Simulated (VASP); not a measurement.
# Lattice of Iridium, functional by functional, part 2 of 2

Aim: relax Iridium at several levels of theory and compare the cells. The starting structure is a measured crystal structure from the Crystallography Open Database.

VASP 6.6.1.

Results so far: PBEsol 14.07 Å³ an atom; LDA 13.91 Å³ an atom; PBE 14.50 Å³ an atom; PBEsol + D3(BJ) 13.78 Å³ an atom.

## 6. Relaxation with r2SCAN

Level of this step: r2SCAN; plane waves and PAW (Ir) (VASP).

r2SCAN adds the kinetic-energy density, costs more than a GGA and is run with LASPH.

The input, INCAR:

```
SYSTEM = Ir
PREC = Accurate
ENCUT = 450
EDIFF = 1E-06
NELM = 100
ISMEAR = 1
SIGMA = 0.1
LREAL = .FALSE.
ALGO = Normal
METAGGA = R2SCAN
LASPH = .TRUE.
NBANDS = 10
LORBIT = 11
LWAVE = .FALSE.
LCHARG = .FALSE.
KPAR = 2
IBRION = 2
NSW = 50
ISIF = 3
EDIFFG = -0.01
```

The input, POSCAR:

```
Ir
1.0
    0.0000000000      1.9197000000      1.9197000000
    1.9197000000      0.0000000000      1.9197000000
    1.9197000000      1.9197000000      0.0000000000
Ir
1
Direct
    0.0000000000      0.0000000000      0.0000000000
```

The input, KPOINTS:

```
Automatic mesh
0
Gamma
12 12 12
0 0 0
```

Potentials, in the order of the species: Ir (PBE family, release 64).

Run with:

```console
mpirun -np 2 vasp_std
```

Output:

```text
[banner, memory and clock lines left out]
running    2 mpi-ranks, on    1 nodes
[...]
[... a notice as in an earlier step ...]

 LDA part: xc-table for (None), standard interpolation
 POSCAR, INCAR and KPOINTS ok, starting setup
[...]
entering main loop
       N       E                     dE             d eps       ncg     rms          rms(c)
DAV:   1    -0.153382826745E+01   -0.15338E+01   -0.41179E+03  1480   0.753E+02
DAV:   2    -0.538980184777E+02   -0.52364E+02   -0.49596E+02  1484   0.189E+02
DAV:   3    -0.547042426629E+02   -0.80622E+00   -0.80555E+00  1712   0.287E+01
DAV:   4    -0.547117458605E+02   -0.75032E-02   -0.75023E-02  1656   0.254E+00
[...]
DAV:   9    -0.523823457584E+02    0.22184E-02   -0.49335E-03  1620   0.870E-01    0.144E-01
DAV:  10    -0.523823451352E+02    0.62318E-06   -0.46379E-05  1562   0.669E-02    0.433E-02
DAV:  11    -0.523823461143E+02   -0.97910E-06   -0.87125E-06  1610   0.248E-02
   1 F= -.52382346E+02 E0= -.52382637E+02  d E =-.523823E+02
[...]
DAV:   6    -0.523628225624E+02   -0.90116E-05   -0.68566E-06  1540   0.200E-02    0.783E-03
DAV:   7    -0.523628222504E+02    0.31199E-06   -0.30828E-07   814   0.475E-03
   2 F= -.52362822E+02 E0= -.52363095E+02  d E =0.195239E-01
 trial-energy change:    0.019524  1 .order    0.018635   -0.013979    0.051249
 step:   0.2012(harm=  0.2143)  dis= 0.00000  next Energy=   -52.383745 (dE=-0.140E-02)
[...]
N       E                     dE             d eps       ncg     rms          rms(c)
DAV:   1    -0.524398016818E+02   -0.76979E-01   -0.20477E+00  1578   0.204E+01    0.218E+00
DAV:   2    -0.523885140743E+02    0.51288E-01   -0.12339E-01  1580   0.413E+00    0.652E-01
DAV:   3    -0.523836476554E+02    0.48664E-02   -0.18616E-02  1692   0.152E+00    0.255E-01
DAV:   4    -0.523836365985E+02    0.11057E-04   -0.35557E-04  2140   0.138E-01    0.127E-01
DAV:   5    -0.523836758330E+02   -0.39234E-04   -0.14222E-04  1896   0.904E-02    0.920E-03
DAV:   6    -0.523836786763E+02   -0.28433E-05   -0.49333E-06  1654   0.235E-02    0.399E-03
DAV:   7    -0.523836778428E+02    0.83348E-06   -0.75470E-07   748   0.931E-03
   3 F= -.52383678E+02 E0= -.52383969E+02  d E =-.133173E-02
[...]
reached required accuracy - stopping structural energy minimisation
```

Run time: 21 s. Hardware: 2 MPI ranks of Intel Xeon 6975P-C (Granite Rapids), shared host; peak memory 0.26 GiB.

OUTCAR, selected parts (step 6):

```text
  Total       -0.0035834     -0.0035834     -0.0035834      0.0000000     -0.0000000      0.0000000
  in kB       -0.4021179     -0.4021179     -0.4021179      0.0000000     -0.0000000      0.0000000
  external PRESSURE =      -0.4021179 kB  Pullay stress =       0.0000000 kB

 POSITION                                       TOTAL-FORCE (eV/Angst)
 -----------------------------------------------------------------------------------
      0.00000      0.00000      0.00000         0.000000     -0.000000      0.000000
 -----------------------------------------------------------------------------------
    total drift:                                0.000000      0.000000     -0.000000

  FREE ENERGIE OF THE ION-ELECTRON SYSTEM (eV)
  ---------------------------------------------------
  free  energy   TOTEN  =       -52.3836778428 eV

  energy  without entropy=      -52.3845508708  energy(sigma->0) =      -52.38396885

[... 2 parts as in an earlier step ...]

[... 2 further parts left out ...]
[key lines of the parts left out:]
E-fermi :  10.0778
```

With r2SCAN the relaxed cell holds 14.278 Å³ an atom, +0.91 % against the measured cell, with a = 3.851 Å. That is +1.50 % from PBEsol.

## 7. Relaxation with r2SCAN + rVV10

rVV10 adds a nonlocal correlation energy for dispersion.

INCAR, as its differences from that of step 6:

```diff
@@ -10,2 +10,6 @@
 METAGGA = R2SCAN
+LUSE_VDW = .TRUE.
+IVDW_NL = 2
+BPARAM = 11.95
+CPARAM = 0.0093
 LASPH = .TRUE.
```

POSCAR is that of step 6.

KPOINTS is that of step 6.

Run with:

```console
mpirun -np 2 vasp_std
```

Output:

```text
[banner, memory and clock lines left out]
running    2 mpi-ranks, on    1 nodes
[...]
|                                                                             |
|               ----> ADVICE to this user running VASP <----                  |
|                                                                             |
|     You have switched on vdW-DFT.                                           |
|     This routine was written and supplied by Jiri Klimes. We recommend      |
|     that you carefully read and cite the following publications:            |
|       J. Klimes, D.R. Bowler, A. Michelides                                 |
|          J. Phys.: Cond Matt. 22 022201 (2010)                              |
|       J. Klimes, D.R. Bowler, A. Michelides                                 |
|          Phys. Rev. B. 83, 195131 (2011)                                    |
|     and references therein.                                                 |
|                                                                             |

[...]
DAV:   2    -0.522598364419E+02    0.11962E-01   -0.29833E-02  1584   0.203E+00    0.345E-01
Total rVV10 correction in eV:      0.1243144    12.2708602
Total rVV10 correction in eV:      0.1243144    12.2708602
DAV:   3    -0.522588091959E+02    0.10272E-02   -0.38789E-03  1750   0.688E-01    0.137E-01
Total rVV10 correction in eV:      0.1242689    12.2708602
Total rVV10 correction in eV:      0.1242689    12.2708602
DAV:   4    -0.522588276910E+02   -0.18495E-04   -0.29682E-04  2158   0.103E-01    0.219E-02
Total rVV10 correction in eV:      0.1243451    12.2708602
Total rVV10 correction in eV:      0.1243451    12.2708602
DAV:   5    -0.522588167193E+02    0.10972E-04   -0.41576E-05  1672   0.775E-02    0.718E-03
Total rVV10 correction in eV:      0.1243580    12.2708602
Total rVV10 correction in eV:      0.1243580    12.2708602
DAV:   6    -0.522588158734E+02    0.84589E-06   -0.99678E-07  1270   0.864E-03
Total rVV10 correction in eV:      0.1243512    12.2708602
Total rVV10 correction in eV:      0.1243512    12.2708602
Total rVV10 correction in eV:      0.1243537    12.2708602
Total rVV10 correction in eV:      0.1243537    12.2708602
   3 F= -.52258816E+02 E0= -.52259109E+02  d E =-.290506E-03
[...]
reached required accuracy - stopping structural energy minimisation
```

Run time: 34 s. Hardware: 2 MPI ranks; peak memory 0.36 GiB.

Parts of OUTCAR (step 7):

```text
  Total       -0.0010448     -0.0010448     -0.0010448      0.0000000     -0.0000000      0.0000000
  in kB       -0.1178193     -0.1178193     -0.1178193      0.0000000     -0.0000000      0.0000000
  external PRESSURE =      -0.1178193 kB  Pullay stress =       0.0000000 kB

 POSITION                                       TOTAL-FORCE (eV/Angst)
 -----------------------------------------------------------------------------------
      0.00000      0.00000      0.00000         0.000000      0.000000     -0.000000
 -----------------------------------------------------------------------------------
    total drift:                                0.000000      0.000000      0.000000

  FREE ENERGIE OF THE ION-ELECTRON SYSTEM (eV)
  ---------------------------------------------------
  free  energy   TOTEN  =       -52.2588158734 eV

  energy  without entropy=      -52.2596953348  energy(sigma->0) =      -52.25910903

[... 2 parts as in an earlier step ...]

[... 2 further parts left out ...]
[key lines of the parts left out:]
E-fermi :  10.1634
```

With r2SCAN + rVV10 the relaxed cell holds 14.208 Å³ an atom, +0.42 % against the measured cell, with a = 3.845 Å. That is +1.01 % from PBEsol.

## 8. Relaxation with vdW-DF-cx

vdW-DF-cx takes its exchange from the same plasmon model as its correlation.

INCAR, as its differences from that of step 7:

```diff
@@ -9,7 +9,5 @@
 ALGO = Normal
-METAGGA = R2SCAN
+GGA = CX
+AGGAC = 0
 LUSE_VDW = .TRUE.
-IVDW_NL = 2
-BPARAM = 11.95
-CPARAM = 0.0093
 LASPH = .TRUE.
```

POSCAR is that of step 7.

KPOINTS is that of step 7.

Run with:

```console
mpirun -np 2 vasp_std
```

Output:

```text
[banner, memory and clock lines left out]
running    2 mpi-ranks, on    1 nodes
[...]
[... a notice as in an earlier step ...]

 [... a notice as in an earlier step ...]

 LDA part: xc-table for (Slater+PW92), standard interpolation
 POSCAR, INCAR and KPOINTS ok, starting setup
[...]
entering main loop
       N       E                     dE             d eps       ncg     rms          rms(c)
DAV:   1     0.435960771467E+02    0.43596E+02   -0.39882E+03  1496   0.725E+02
DAV:   2    -0.670662785139E+01   -0.50303E+02   -0.47390E+02  1480   0.183E+02
DAV:   3    -0.746112819732E+01   -0.75450E+00   -0.75376E+00  1718   0.271E+01
DAV:   4    -0.746749932961E+01   -0.63711E-02   -0.63702E-02  1618   0.230E+00
[...]
DAV:  10    -0.687660679822E+01    0.17833E-04   -0.34556E-05  2078   0.687E-02    0.406E-02
DAV:  11    -0.687661084210E+01   -0.40439E-05   -0.34477E-06  1536   0.186E-02    0.679E-03
DAV:  12    -0.687661091771E+01   -0.75605E-07   -0.24867E-08   780   0.163E-03
[...]
DAV:   3    -0.687357327867E+01    0.14744E-02   -0.59163E-03  1726   0.826E-01    0.135E-01
DAV:   4    -0.687357260426E+01    0.67441E-06   -0.13659E-04  1670   0.106E-01    0.165E-02
DAV:   5    -0.687357586443E+01   -0.32602E-05   -0.46399E-06  1878   0.121E-02    0.364E-03
DAV:   6    -0.687357625279E+01   -0.38836E-06   -0.12148E-07   764   0.284E-03
   2 F= -.68735763E+01 E0= -.68738539E+01  d E =0.303466E-02
 trial-energy change:    0.003035  1 .order    0.002974   -0.002117    0.008064
 step:   0.2021(harm=  0.2079)  dis= 0.00000  next Energy=    -6.876824 (dE=-0.213E-03)
[...]
N       E                     dE             d eps       ncg     rms          rms(c)
DAV:   1    -0.688654671468E+01   -0.12971E-01   -0.32031E-01  1570   0.802E+00    0.939E-01
DAV:   2    -0.687766387390E+01    0.88828E-02   -0.20067E-02  1572   0.173E+00    0.302E-01
DAV:   3    -0.687680759721E+01    0.85628E-03   -0.33238E-03  1730   0.622E-01    0.932E-02
DAV:   4    -0.687682013168E+01   -0.12534E-04   -0.11844E-04  1624   0.746E-02    0.668E-03
DAV:   5    -0.687681969123E+01    0.44045E-06   -0.30286E-06  1574   0.187E-02
   3 F= -.68768197E+01 E0= -.68770888E+01  d E =-.208774E-03
[...]
reached required accuracy - stopping structural energy minimisation
```

The job ended after 19 s (2 MPI ranks; peak memory 0.48 GiB; 37 s of CPU time).

From OUTCAR (step 8):

```text
  Total       -0.0042163     -0.0042163     -0.0042163      0.0000000      0.0000000      0.0000000
  in kB       -0.4757476     -0.4757476     -0.4757476      0.0000000      0.0000000      0.0000000
  external PRESSURE =      -0.4757476 kB  Pullay stress =       0.0000000 kB

 POSITION                                       TOTAL-FORCE (eV/Angst)
 -----------------------------------------------------------------------------------
      0.00000      0.00000      0.00000        -0.000000      0.000000     -0.000000
 -----------------------------------------------------------------------------------
    total drift:                                0.000000      0.000000      0.000000

  FREE ENERGIE OF THE ION-ELECTRON SYSTEM (eV)
  ---------------------------------------------------
  free  energy   TOTEN  =        -6.8768196912 eV

  energy  without entropy=       -6.8776270511  energy(sigma->0) =       -6.87708881

[... 2 parts as in an earlier step ...]

[... 2 further parts left out ...]
[key lines of the parts left out:]
E-fermi :  10.2739
```

With vdW-DF-cx the relaxed cell holds 14.199 Å³ an atom, +0.35 % against the measured cell, with a = 3.844 Å. That is +0.94 % from PBEsol.

## 9. Relaxation with BLYP

BLYP comes from molecular chemistry and underbinds dense solids. This run starts from the cell of an earlier relaxation, which isn't shown; the restart sets up the plane waves anew.

INCAR, as its differences from that of step 8:

```diff
@@ -9,6 +9,7 @@
 ALGO = Normal
-GGA = CX
-AGGAC = 0
-LUSE_VDW = .TRUE.
-LASPH = .TRUE.
+GGA = B5
+ALDAX = 1
+AGGAX = 1
+AGGAC = 1
+ALDAC = 0
 NBANDS = 10
```

The input, POSCAR:

```
Ir
1.0
    0.0000000000      1.9721448060      1.9721448060
    1.9721448060      0.0000000000      1.9721448060
    1.9721448060      1.9721448060      0.0000000000
Ir
1
Direct
    0.0000000000      0.0000000000      0.0000000000
```

KPOINTS is that of step 8.

Run with:

```console
mpirun -np 2 vasp_std
```

Output:

```text
[banner, memory and clock lines left out]
running    2 mpi-ranks, on    1 nodes
[...]
[... a notice as in an earlier step ...]

 LDA part: xc-table for (Slater(with rela. corr.)+VWN5), standard interpolation
 POSCAR, INCAR and KPOINTS ok, starting setup
[...]
entering main loop
       N       E                     dE             d eps       ncg     rms          rms(c)
DAV:   1     0.455215522564E+02    0.45522E+02   -0.39872E+03  1482   0.724E+02
DAV:   2    -0.713835181082E+01   -0.52660E+02   -0.49387E+02  1470   0.185E+02
DAV:   3    -0.799960058328E+01   -0.86125E+00   -0.85849E+00  1716   0.286E+01
DAV:   4    -0.800765828878E+01   -0.80577E-02   -0.80566E-02  1628   0.259E+00
[...]
DAV:   9    -0.746076425025E+01    0.28897E-02   -0.17858E-03  1574   0.541E-01    0.181E-02
DAV:  10    -0.746077558398E+01   -0.11334E-04   -0.11261E-05  1950   0.289E-02    0.333E-02
DAV:  11    -0.746077638889E+01   -0.80491E-06   -0.22158E-06  1522   0.185E-02
   1 F= -.74607764E+01 E0= -.74610421E+01  d E =-.746078E+01
[...]
reached required accuracy - stopping structural energy minimisation
```

It took 3 s on 2 MPI ranks; peak memory 0.24 GiB.

OUTCAR, selected parts (step 9):

```text
  Total        0.0002973      0.0002973      0.0002973      0.0000000      0.0000000     -0.0000000
  in kB        0.0310488      0.0310488      0.0310488      0.0000000      0.0000000     -0.0000000
  external PRESSURE =       0.0310488 kB  Pullay stress =       0.0000000 kB

 POSITION                                       TOTAL-FORCE (eV/Angst)
 -----------------------------------------------------------------------------------
      0.00000      0.00000      0.00000        -0.000000      0.000000      0.000000
 -----------------------------------------------------------------------------------
    total drift:                                0.000000      0.000000     -0.000000

  FREE ENERGIE OF THE ION-ELECTRON SYSTEM (eV)
  ---------------------------------------------------
  free  energy   TOTEN  =        -7.4607763889 eV

  energy  without entropy=       -7.4615734906  energy(sigma->0) =       -7.46104209

[... 2 parts as in an earlier step ...]

[... 2 further parts left out ...]
[key lines of the parts left out:]
E-fermi :   9.6588
```

With BLYP the relaxed cell holds 15.341 Å³ an atom, +8.42 % against the measured cell, with a = 3.944 Å. That is +9.05 % from PBEsol.

## 10. The runs compared

```csv
level,volume (Å³/atom),against the measured cell (%),a (Å),pressure left (GPa),core minutes
PBEsol,14.067,-0.58,3.832,-0.01,0.153
LDA,13.909,-1.69,3.8176,-0.03,0.173
PBE,14.5,2.48,3.8709,-0.03,0.18
PBEsol + D3(BJ),13.779,-2.62,3.8056,-0.1,0.187
r2SCAN,14.278,0.91,3.851,-0.04,0.7
r2SCAN + rVV10,14.208,0.42,3.8448,-0.01,1.13
vdW-DF-cx,14.199,0.35,3.8439,-0.05,0.64
BLYP,15.341,8.42,3.9443,0.0,0.44
```

Core minutes are wall time times ranks, summed over the relaxations behind a row (those for a bulk modulus apart), on shared hosts.

## 11. What came out

- volume, PBEsol: 14.07 Å³/atom
- volume, LDA: 13.91 Å³/atom
- volume, PBE: 14.50 Å³/atom
- volume, PBEsol + D3(BJ): 13.78 Å³/atom
- volume, r2SCAN: 14.28 Å³/atom
- volume, r2SCAN + rVV10: 14.21 Å³/atom
- volume, vdW-DF-cx: 14.20 Å³/atom
- volume, BLYP: 15.34 Å³/atom

What this shows: Across 8 levels the volume of Iridium spans 11.3 %, from 13.78 Å³ an atom (PBEsol + D3(BJ)) to 15.34 Å³ (BLYP). Against the measured volume of the starting structure, vdW-DF-cx comes nearest (+0.4 %) and BLYP lies farthest (+8.4 %). The measured cell holds zero-point expansion and, unless it was taken cold, thermal expansion, which the runs lack, so small differences decide nothing. Adding D3(BJ) to PBEsol changes the volume by -2.0 %. Adding rVV10 to r2SCAN changes the volume by -0.5 %. LASPH is on in some of these runs and off in others, which adds a little to the differences. Spin-orbit coupling is left out of all runs, which can matter with elements this heavy. All runs keep the symmetry of the start, so they can't find a distortion of lower symmetry. Further runs on this material are not shown.

[Lines on the potential files, build, host, timing and source positions are cut from VASP's logs without a mark.]

[Logs are printed without paths, hosts, clocks, repeated set-up lines and the standing remarks that a program may print on its own settings, such as how far it seeks lower states.]

[Hosts, paths, dates, database ids (printed as entryN), source tags and the programs' standing remarks are cut or masked in the printed files.]
